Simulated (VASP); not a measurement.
Here is the system:

```xyz
2
Lattice="0.0000 2.6399 2.6399 2.6399 0.0000 2.6399 2.6399 2.6399 0.0000" Properties=species:S:1:pos:R:3 pbc="T T T"
Nb     0.0000     0.0000     0.0000
Al     2.6399     2.6399     2.6399
```

All values below come from PBE GGA, VASP's PBE PAW potentials (set 64) (plane waves; VASP). Run with 400 eV cut-off, Gaussian smearing of 0.050 eV, potentials Nb_sv Al.

Task: Give the energies of bands 5 to 11 at the high-symmetry points, in eV from the Fermi level.

Result: 
| band | Γ | X | U | L | W |
|---|---|---|---|---|---|
| 5 | -8.09 | -5.34 | -4.76 | -4.34 | -4.64 |
| 6 | -0.50 | -2.27 | -2.64 | -4.11 | -2.19 |
| 7 | -0.50 | -1.87 | -2.05 | -1.60 | -2.19 |
| 8 | -0.50 | 0.98 | -0.51 | -1.60 | -1.38 |
| 9 | 0.04 | 2.24 | 1.20 | 1.74 | 2.29 |
| 10 | 0.04 | 2.24 | 1.88 | 1.74 | 2.46 |
| 11 | 5.44 | 2.29 | 3.13 | 3.06 | 2.71 |

It has no gap at this level: it comes out as a metal or semimetal.

The structure was generated: NbAl was put into the rock salt type (Fm-3m), which need not be its known phase. It was relaxed first, which changed the volume by -37 %.
